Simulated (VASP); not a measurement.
Input for VASP

**KPOINTS**
```
Automatic mesh
0
Gamma
9 9 9
0 0 0
```

INCAR:
```
PREC  =  Accurate
ALGO  =  Normal   # blocked Davidson
IVDW  =  11   # D3, zero damping
ISIF  =  2
GGA  =  PE   # PBE
NEDOS  =  601   # DOS grid
SYSTEM  =  SrVO3
ISMEAR  =  -5
EDIFF  =  1E-7
ENCUT  =  520   # plane-wave cut-off (eV)
LCHARG  =  .TRUE.
LEFG  =  .TRUE.
NELM  =  100   # most electronic steps
LORBIT  =  11   # lm-projected
LREAL  =  .FALSE.
LASPH  =  .TRUE.
LMAXMIX  =  4
LWAVE  =  .FALSE.
```

POSCAR:
```
SrVO3
1
    3.8431643051     0.0000000000     0.0000000000
    0.0000000000     3.8431643051     0.0000000000
   -0.0000000000    -0.0000000000     3.8431643051
Sr V O
1 1 3
Direct
  0.0000000000   0.0000000000   0.0000000000
  0.5000000000   0.5000000000   0.5000000000
  0.5000000000   0.0000000000   0.5000000000
  0.0000000000   0.5000000000   0.5000000000
  0.5000000000   0.5000000000   0.0000000000
```

POTCAR, in this order: Sr_sv V_sv O (PBE.64 set). Program: vasp_std.

Task: Write an equivalent input for Quantum ESPRESSO's pw.x.

Result: One equivalent input (not run):
```
&CONTROL
  calculation = 'scf'
  pseudo_dir = './pseudo'
  outdir = './out'
  tprnfor = .true.
  tstress = .true.
/
&SYSTEM
  ibrav = 0
  nat = 5
  ntyp = 3
  ecutwfc = 84
  occupations = 'tetrahedra'
  input_dft = 'pbe'
  vdw_corr = 'grimme-d3'
  dftd3_version = 3
  dftd3_threebody = .false.
/
&ELECTRONS
  conv_thr = 7.3e-09
  electron_maxstep = 100
/
ATOMIC_SPECIES
  Sr 87.620 Sr.upf
  V 50.941 V.upf
  O 15.999 O.upf
CELL_PARAMETERS angstrom
     3.8431643    0.0000000    0.0000000
     0.0000000    3.8431643    0.0000000
    -0.0000000   -0.0000000    3.8431643
ATOMIC_POSITIONS crystal
  Sr   0.0000000  0.0000000  0.0000000
  V    0.5000000  0.5000000  0.5000000
  O    0.5000000  0.0000000  0.5000000
  O    0.0000000  0.5000000  0.5000000
  O    0.5000000  0.5000000  0.0000000
K_POINTS automatic
  9 9 9 0 0 0
```
What does not carry over: the potentials are each code's own (VASP's PAW set, PseudoDojo norm-conserving files in pw.x), so ENCUT and ecutwfc are chosen apart and not converted; conv_thr bounds pw.x's estimated SCF error, while EDIFF bounds the energy change between steps; the field gradients of LEFG aren't asked of the other code.

The compound is SrVO3 in the cubic perovskite structure. It was relaxed first.
